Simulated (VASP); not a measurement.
Data:

```xyz
4
Lattice="0.0364 4.0665 3.9295 4.0665 0.0364 3.9295 2.0514 2.0514 0.0000" Properties=species:S:1:pos:R:3 pbc="T T T"
Al     0.0000     0.0000     0.0000
Ag     2.0332     0.0182     1.9648
Ag     0.0182     2.0332     1.9648
Ag     2.0514     2.0514     3.9295
```

Computed with PBEsol GGA, VASP's PBE PAW potentials (set 64) (plane waves; VASP). Settings: 400 eV cut-off, Gaussian smearing of 0.050 eV, potentials Al Ag.

Question: Give the energies of bands 8 to 21 at the high-symmetry points, in eV from the Fermi level.

Answer: 
```tsv
band	Γ	Y	C0	Z	A0	T	S	R
8	-5.20	-5.10	-5.22	-5.58	-5.01	-4.90	-5.32	-5.21
9	-4.88	-4.90	-5.02	-5.57	-4.83	-4.65	-5.09	-5.08
10	-4.79	-4.77	-4.84	-5.06	-4.51	-4.41	-5.03	-5.03
11	-4.52	-4.67	-4.78	-4.85	-4.00	-3.43	-4.99	-4.71
12	-4.13	-4.60	-4.76	-4.75	-3.71	-3.40	-4.67	-4.51
13	-4.12	-4.55	-4.38	-4.41	-3.62	-3.36	-4.58	-4.47
14	-3.39	-4.45	-4.35	-4.34	-3.46	-3.34	-4.44	-3.41
15	-3.38	-4.32	-4.16	-3.34	-3.45	-3.19	-4.18	-3.31
16	-3.21	-4.30	-4.09	-2.63	-2.09	-3.01	-4.13	-2.11
17	-2.43	-4.01	-3.79	-1.84	-1.37	-1.95	-3.29	-1.18
18	-2.07	-3.21	-3.79	2.83	-1.05	-0.51	-1.05	-0.66
19	0.66	-1.58	0.18	3.32	-0.27	0.33	-0.45	-0.23
20	0.91	6.27	4.30	3.78	1.12	0.56	3.53	3.22
21	2.08	6.33	5.63	3.79	1.71	1.69	4.63	3.60
```

It has no gap at this level: it comes out as a metal or semimetal.

The structure was generated: Ag3Al was put into an ordered model structure (Cmmm), which need not be its known phase. It was relaxed first.
